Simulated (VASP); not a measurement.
# Relaxed cell of TiC (Khamrabaevite): a test of cutoff and mesh, part 2 of 2

Aim: test the relaxed volume of TiC (Khamrabaevite) against cutoff and mesh. The starting structure is a measured crystal structure from the Crystallography Open Database. The first relaxation on each setting starts from this cell expanded by 3 % in volume.

VASP 6.6.1.

Results so far: reference 9.90 Å³ an atom; a cutoff of 400 eV 9.84 Å³ an atom; a 10×10×10 mesh 9.90 Å³ an atom.

## 5. Relaxation with a cutoff of 680 eV

Level of this step: PBEsol; plane waves and PAW (Ti_sv, C) (VASP).

Against step 2 the input has ENCUT = 680. This run starts from the cell of an earlier relaxation, which isn't shown; the restart sets up the plane waves anew.

INCAR

```
SYSTEM = TiC
PREC = Accurate
ENCUT = 680
EDIFF = 1E-06
NELM = 100
ISMEAR = 1
SIGMA = 0.15
LREAL = .FALSE.
ALGO = Normal
GGA = PS
NBANDS = 14
LASPH = .TRUE.
LORBIT = 11
LWAVE = .FALSE.
LCHARG = .FALSE.
KPAR = 4
IBRION = 2
NSW = 50
ISIF = 3
EDIFFG = -0.006
```

POSCAR

```
TiC
1.0
    0.0000000000      2.1469104617      2.1469104617
    2.1469104617      0.0000000000      2.1469104617
    2.1469104617      2.1469104617      0.0000000000
Ti C
1 1
Direct
    0.0000000000      0.0000000000      0.0000000000
    0.5000000000      0.5000000000      0.5000000000
```

KPOINTS

```
Automatic mesh
0
Gamma
18 18 18
0 0 0
```

PAW data sets: Ti_sv and C (PBE family, release 64).

Command:

```sh
mpirun -np 4 vasp_std
```

What it wrote:

```text
[... set-up lines as in an earlier step ...]
 entering main loop
       N       E                     dE             d eps       ncg     rms          rms(c)
DAV:   1     0.133775863374E+03    0.13378E+03   -0.96670E+03  5460   0.167E+03
DAV:   2    -0.159116088496E+02   -0.14969E+03   -0.14117E+03  5736   0.386E+02
DAV:   3    -0.247840657526E+02   -0.88725E+01   -0.86350E+01  7228   0.896E+01
DAV:   4    -0.251557711668E+02   -0.37171E+00   -0.37132E+00  6830   0.166E+01
[...]
DAV:  12    -0.198047553402E+02    0.83206E-05   -0.35690E-04  6198   0.224E-01    0.408E-02
DAV:  13    -0.198047463714E+02    0.89688E-05   -0.15478E-05  7058   0.345E-02    0.532E-03
DAV:  14    -0.198047458252E+02    0.54615E-06   -0.44956E-07  4252   0.934E-03
   1 F= -.19804746E+02 E0= -.19804709E+02  d E =-.198047E+02
[...]
reached required accuracy - stopping structural energy minimisation
```

Run time: 28 s. Hardware: 4 MPI ranks of Intel Xeon Platinum 8259CL at 2.50GHz (Skylake/Cascade Lake), shared host; peak memory 0.84 GiB.

Parts of OUTCAR (step 5):

```text
  Total       -0.0011756     -0.0011756     -0.0011756      0.0000000     -0.0000000      0.0000000
  in kB       -0.0951668     -0.0951668     -0.0951668      0.0000000     -0.0000000      0.0000000
  external PRESSURE =      -0.0951668 kB  Pullay stress =       0.0000000 kB

 POSITION                                       TOTAL-FORCE (eV/Angst)
 -----------------------------------------------------------------------------------
      0.00000      0.00000      0.00000         0.000000      0.000000      0.000000
      2.14691      2.14691      2.14691         0.000000     -0.000000     -0.000000
 -----------------------------------------------------------------------------------
    total drift:                               -0.000000      0.000000      0.000000

  FREE ENERGIE OF THE ION-ELECTRON SYSTEM (eV)
  ---------------------------------------------------
  free  energy   TOTEN  =       -19.8047458252 eV

  energy  without entropy=      -19.8046363815  energy(sigma->0) =      -19.80470934

[... 2 parts as in an earlier step ...]

[... 2 further parts left out ...]
[key lines of the parts left out:]
E-fermi :   9.6129
```

With a cutoff of 680 eV the cell ends at 9.896 Å³ an atom, -0.05 % from the reference.

## 6. Relaxation with a 24×24×24 mesh

Against step 2 the input has a 24×24×24 mesh. This run starts from the cell of an earlier relaxation, which isn't shown; the restart sets up the plane waves anew.

Edit INCAR of step 5 so:

```diff
@@ -2,3 +2,3 @@
 PREC = Accurate
-ENCUT = 680
+ENCUT = 520
 EDIFF = 1E-06
```

POSCAR

```
TiC
1.0
    0.0000000000      2.1472602309      2.1472602309
    2.1472602309      0.0000000000      2.1472602309
    2.1472602309      2.1472602309      0.0000000000
Ti C
1 1
Direct
    0.0000000000      0.0000000000      0.0000000000
    0.5000000000      0.5000000000      0.5000000000
```

KPOINTS

```
Automatic mesh
0
Gamma
24 24 24
0 0 0
```

Command:

```sh
mpirun -np 4 vasp_std
```

What it wrote:

```text
[... set-up lines as in an earlier step ...]
 entering main loop
       N       E                     dE             d eps       ncg     rms          rms(c)
DAV:   1     0.118402258338E+03    0.11840E+03   -0.81033E+03 11586   0.137E+03
DAV:   2    -0.170218541467E+02   -0.13542E+03   -0.12734E+03 12256   0.351E+02
DAV:   3    -0.248425103769E+02   -0.78207E+01   -0.76364E+01 15262   0.830E+01
DAV:   4    -0.251541294127E+02   -0.31162E+00   -0.31138E+00 14318   0.153E+01
[...]
DAV:  12    -0.198021287001E+02    0.11318E-04   -0.36605E-04 13148   0.224E-01    0.418E-02
DAV:  13    -0.198021225383E+02    0.61618E-05   -0.15375E-05 15042   0.334E-02    0.606E-03
DAV:  14    -0.198021223158E+02    0.22250E-06   -0.45534E-07  8876   0.914E-03
   1 F= -.19802122E+02 E0= -.19802067E+02  d E =-.198021E+02
[...]
reached required accuracy - stopping structural energy minimisation
```

Elapsed: 20 s, on 4 MPI ranks; peak memory 0.9 GiB.

Parts of OUTCAR (step 6):

```text
  Total        0.0004544      0.0004544      0.0004544      0.0000000      0.0000000     -0.0000000
  in kB        0.0367679      0.0367679      0.0367679      0.0000000      0.0000000     -0.0000000
  external PRESSURE =       0.0367679 kB  Pullay stress =       0.0000000 kB

 POSITION                                       TOTAL-FORCE (eV/Angst)
 -----------------------------------------------------------------------------------
      0.00000      0.00000      0.00000         0.000000      0.000000     -0.000000
      2.14726      2.14726      2.14726        -0.000000     -0.000000      0.000000
 -----------------------------------------------------------------------------------
    total drift:                                0.000000     -0.000000     -0.000000

  FREE ENERGIE OF THE ION-ELECTRON SYSTEM (eV)
  ---------------------------------------------------
  free  energy   TOTEN  =       -19.8021223158 eV

  energy  without entropy=      -19.8019556636  energy(sigma->0) =      -19.80206677

[... 1 part as in an earlier step ...]

[... 3 further parts left out ...]
[key lines of the parts left out:]
E-fermi :   9.6050
```

With a 24×24×24 mesh the cell ends at 9.900 Å³ an atom, +0.00 % from the reference.

## 7. All runs side by side

```csv
run,volume (Å³/atom),change (%),pressure left (GPa),core minutes
reference,9.901,-,0.0,3.87
a cutoff of 400 eV,9.836,-0.65,0.05,4.27
a 10×10×10 mesh,9.902,0.01,-0.01,1.68
a cutoff of 680 eV,9.896,-0.05,-0.01,8.27
a 24×24×24 mesh,9.9,0.0,0.0,6.07
```

Core minutes are wall time times ranks, summed over the relaxations behind a row (those for a bulk modulus apart), on shared hosts.

## 8. Results

| Property | Result |
| --- | --- |
| volume of the reference | 9.901 Å³/atom |
| volume against the reference, a cutoff of 400 eV | -0.65 % |
| volume against the reference, a 10×10×10 mesh | +0.01 % |
| volume against the reference, a cutoff of 680 eV | -0.05 % |
| volume against the reference, a 24×24×24 mesh | +0.00 % |

What this shows: The volume moves most with a cutoff of 400 eV: -0.65 % against the reference (520 eV, 18×18×18 mesh). On finer settings it changes by -0.05 % with a cutoff of 680 eV and +0.00 % with a 24×24×24 mesh. The relaxations stop with up to 0.05 GPa left, which at a bulk modulus of 50 GPa, to name a scale, is 0.10 % of the volume. A cell that shrinks at the lower cutoff is the usual mark of Pulay stress, the error that a plane-wave basis makes when it is kept while the volume changes. Further runs on this material are not shown.

[Lines on the potential files, build, host, timing and source positions are cut from VASP's logs without a mark.]

[Logs are printed without paths, hosts, clocks, repeated set-up lines and the standing remarks that a program may print on its own settings, such as how far it seeks lower states.]

[Hosts, paths, dates, database ids (printed as entryN), source tags and the programs' standing remarks are cut or masked in the printed files.]
